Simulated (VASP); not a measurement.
Input:

```
MgH2
1.0
    4.52000     0.00000     0.00000
    0.00000     4.52000     0.00000
    0.00000     0.00000     3.02000
Mg H
2 4
Cartesian
  0.00000   0.00000   0.00000
  2.26000   2.26000   1.51000
  1.37408   1.37408   0.00000
  3.63408   0.88592   1.51000
  0.88592   3.63408   1.51000
  3.14592   3.14592   0.00000
```

All values below come from PBE GGA, VASP's PBE PAW potentials (set 64) (plane waves; VASP 6.6.1). Numerical set-up: 300 eV cut-off, 5×5×7 Γ-centred mesh, Fermi-Dirac smearing of 0.010 eV, potentials Mg H.

At this cut-off the stress carries a Pulay error, which pulls relaxed volumes low.

Problem. Give the stress tensor in GPa (positive for a compressed cell).

Solution. 
```
-1.77   0.00   0.00
 0.00  -1.77   0.00
 0.00   0.00  -2.02
```
The pressure is its mean diagonal, -1.85 GPa.

The structure is a typed MgH2 crystal (P4_2/mnm). The cell was not relaxed at this level.
